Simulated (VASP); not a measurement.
Consider the following.

```
O2Si
1.0
    4.19939     0.00000     0.00000
    0.00000     4.19939     0.00000
    0.00000     0.00000     2.68990
Si O
2 4
Cartesian
  0.00000   0.00000   0.00000
  2.09969   2.09969   1.34495
  1.28329   1.28329   0.00000
  3.38299   0.81640   1.34495
  0.81640   3.38299   1.34495
  2.91610   2.91610   0.00000
```

Calculation: vdW-DF-cx, VASP's PBE PAW potentials (set 64) (plane waves; VASP 6.6.1). Settings: 520 eV cut-off, 6×6×9 Γ-centred mesh, tetrahedra with Blöchl corrections, potentials Si O.

The cores are frozen, which limits the accuracy of field gradients.

**Question.** Give the principal components of the electric field gradient (V/Å²) and the asymmetry η at each nucleus.

**Answer.** 
| atom | Vxx | Vyy | Vzz | η |
|---|---|---|---|---|
| Si1 | -15.5 | -2.4 | 17.9 | 0.73 |
| Si2 | -15.5 | -2.4 | 17.9 | 0.73 |
| O3 | 62.6 | 47.3 | -109.9 | 0.14 |
| O4 | 62.6 | 47.3 | -109.9 | 0.14 |
| O5 | 62.6 | 47.3 | -109.9 | 0.14 |
| O6 | 62.6 | 47.3 | -109.9 | 0.14 |

The compound is SiO2 in the rutile structure, stishovite, a high-pressure form. It was relaxed first.
